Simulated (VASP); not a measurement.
Output of a VASP run:

### OSZICAR
```
       N       E                     dE             d eps       ncg     rms          rms(c)
DAV:   1     0.123499486014E+03    0.12350E+03   -0.11381E+04   344   0.815E+02
DAV:   2    -0.151667775862E+02   -0.13867E+03   -0.13730E+03   358   0.216E+02
DAV:   3    -0.251277438362E+02   -0.99610E+01   -0.98983E+01   372   0.586E+01
DAV:   4    -0.252953908984E+02   -0.16765E+00   -0.16725E+00   368   0.838E+00
DAV:   5    -0.253001011259E+02   -0.47102E-02   -0.47055E-02   375   0.133E+00    0.183E+01
DAV:   6    -0.235902471559E+02    0.17099E+01   -0.15196E+01   316   0.231E+01    0.842E+00
DAV:   7    -0.234204737670E+02    0.16977E+00   -0.38181E+00   304   0.998E+00    0.423E+00
DAV:   8    -0.233192674877E+02    0.10121E+00   -0.56845E-01   298   0.483E+00    0.787E-01
DAV:   9    -0.233189724620E+02    0.29503E-03   -0.17973E-02   383   0.945E-01    0.335E-01
DAV:  10    -0.233179045459E+02    0.10679E-02   -0.51881E-03   354   0.549E-01    0.876E-02
DAV:  11    -0.233177377286E+02    0.16682E-03   -0.70823E-04   326   0.185E-01    0.584E-02
DAV:  12    -0.233177221421E+02    0.15587E-04   -0.54354E-04   338   0.133E-01    0.609E-02
DAV:  13    -0.233176212373E+02    0.10090E-03   -0.46182E-04   312   0.131E-01    0.168E-02
DAV:  14    -0.233176490657E+02   -0.27828E-04   -0.49230E-05   354   0.360E-02    0.206E-02
DAV:  15    -0.233176856767E+02   -0.36611E-04   -0.20740E-05   338   0.292E-02    0.102E-02
DAV:  16    -0.233177140333E+02   -0.28357E-04   -0.29328E-06   302   0.895E-03    0.618E-03
DAV:  17    -0.233177378182E+02   -0.23785E-04   -0.37209E-06   309   0.838E-03    0.274E-03
DAV:  18    -0.233177613678E+02   -0.23550E-04   -0.11266E-06   261   0.491E-03    0.255E-03
DAV:  19    -0.233177728095E+02   -0.11442E-04   -0.57599E-07   235   0.353E-03    0.929E-04
DAV:  20    -0.233177828543E+02   -0.10045E-04   -0.79908E-07   252   0.267E-03    0.525E-04
DAV:  21    -0.233177839911E+02   -0.11368E-05   -0.58615E-08   178   0.106E-03    0.181E-04
DAV:  22    -0.233177844725E+02   -0.48138E-06   -0.23782E-08   161   0.542E-04
   1 F= -.23317784E+02 E0= -.23309104E+02  d E =-.173602E-01
```

### OUTCAR
```
------------------------ aborting loop because EDIFF is reached ----------------------------------------
  FORCE on cell =-STRESS in cart. coord.  units (eV):
  Direction    XX          YY          ZZ          XY          YZ          ZX
  --------------------------------------------------------------------------------------
  Total       -8.9316325     -8.9316331     -3.9506043     -0.0000000      0.0000000     -0.0000000
  in kB      -75.8007988    -75.8008037    -33.5279086     -0.0000000      0.0000000     -0.0000000
  external PRESSURE =     -61.7098371 kB  Pullay stress =       0.0000000 kB
  volume of cell :      188.79
      direct lattice vectors                 reciprocal lattice vectors
     3.589532000  0.000000000  0.000000000     0.278587849  0.160842765  0.000000000
    -1.794766000  3.108626000  0.000000000     0.000000000  0.321685529  0.000000000
     0.000000000  0.000000000 16.918480000     0.000000000  0.000000000  0.059106965
 POSITION                                       TOTAL-FORCE (eV/Angst)
 -----------------------------------------------------------------------------------
      0.00000      0.00000      8.45924         0.000000      0.000000     -0.000000
     -0.00000      2.07242      9.91848         0.000000     -0.000000     -1.277302
      1.79477      1.03621      7.00000        -0.000000      0.000000      1.277302
 -----------------------------------------------------------------------------------
    total drift:                               -0.000000      0.000000      0.000000
  FREE ENERGIE OF THE ION-ELECTRON SYSTEM (eV)
  ---------------------------------------------------
  free  energy   TOTEN  =       -23.3177844725 eV

  energy  without entropy=      -23.3004242964  energy(sigma->0) =      -23.30910438
```
(Selected blocks of OUTCAR.)

**POSCAR**
```
WS2
1
    3.5895320000     0.0000000000     0.0000000000
   -1.7947660000     3.1086260000     0.0000000000
    0.0000000000     0.0000000000    16.9184800000
W S
1 2
Direct
  0.0000000000   0.0000000000   0.5000000000
  0.3333330000   0.6666670000   0.5862510000
  0.6666670000   0.3333330000   0.4137490000
```

**Question.** Reconstruct the remaining input files.

**Answer.** One answer among several that fit: the input of the run itself, PBEsol GGA, plane waves, VASP's PBE PAW potentials (set 64).

**KPOINTS**
```
Automatic mesh
0
Gamma
7 7 1
0 0 0
```

**INCAR**
```
! general
SYSTEM  = WS2
PREC    = Accurate
ENCUT   = 300
LREAL   = .False.
LASPH   = .True.

! electronic loop
EDIFF   = 1E-6
NELM    = 100
ALGO    = Normal
LMAXMIX = 6

! smearing
ISMEAR  = -1
SIGMA   = 0.05

! functional
GGA     = PS

! ions
ISIF    = 2

! output
LWAVE   = .False.
LCHARG  = .False.
```

POTCAR, in this order: W_sv S (PBE.64 set). Program: vasp_std.

At this cut-off the stress carries a Pulay error, which pulls relaxed volumes low. The cell holds a wide vacuum, so values per volume refer to the whole cell.

The cell is a sheet with vacuum, built from a generated structure.
